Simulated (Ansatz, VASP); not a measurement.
**MnCuSe2 in VASP and in Ansatz**

```
Cu Mn Se
1.0
     1.89619    1.09477    6.88390
    -1.89619    1.09477    6.88390
     0.00000   -2.18954    6.88390
Cu Mn Se
1 1 2
Direct
  0.50000 0.50000 0.50000
  0.00000 0.00000 0.00000
  0.26670 0.26670 0.26670
  0.73330 0.73330 0.73330
```

The cell comes from a database or a generator and needn't be the stable form of this composition.

Alike in both runs: task single point; functional LDA; k mesh 6 × 6 × 6; occupations gaussian, width 0.05 eV; collinear spin, ferromagnetic start; fixed moment 4 μB; Hubbard terms Cu d U = 8 eV, Mn d U = 8 eV.

|  | VASP | Ansatz |
| --- | --- | --- |
| version | VASP 6.6.1 | Ansatz 0.2.0 |
| potentials or method | VASP PAW LDA potentials, release 64 (Cu, Mn_pv, Se) | Ansatz PAW |
| plane-wave cutoff (eV) | 520 | 420 |
| valence electrons in the cell | 36 | 66 |

Ansatz gave:

* gap on the k mesh at the Fermi level (eV): none
* pressure (GPa): -3.5
* largest component of the traceless stress (GPa): 2.63
* rms of the force components (eV/Å): 0.703
* net moment per atom (μB): 1.00
* size of the moment on the site where the two differ most (μB): 4.38

Estimate VASP's values.

gap on the k mesh at the Fermi level (eV): none; pressure (GPa): -4.3; largest component of the traceless stress (GPa): 2.66; rms of the force components (eV/Å): 0.691; net moment per atom (μB): 1.00; size of the moment on the site where the two differ most (μB): 4.50.

Site moments also hang on the region over which each program counts them. The programs project onto different local orbitals, so the same U acts differently. Atom by atom the forces differ by 0.011 eV/Å (rms over components). A gap of «none» marks a metal or a gap that the smearing closes. The two sets of potentials don't hold the same shells in valence.

Caveats: the total moment is fixed, so each spin has its own Fermi level; only a ferromagnetic start was run, and an antiferromagnetic order may lie lower in energy; forces of over 1 eV/Å show positions far from the minimum, so gaps and moduli don't describe the material at rest; the magnetic or orbital state may not be the lowest (Ansatz); the PAW data sets come from PBE, with cores solved anew for the run's functional, which leaves a small shift of forces and pressure (Ansatz); the thresholds are loose for stress (Ansatz). The state reached can hang on the start; a lower one may exist.
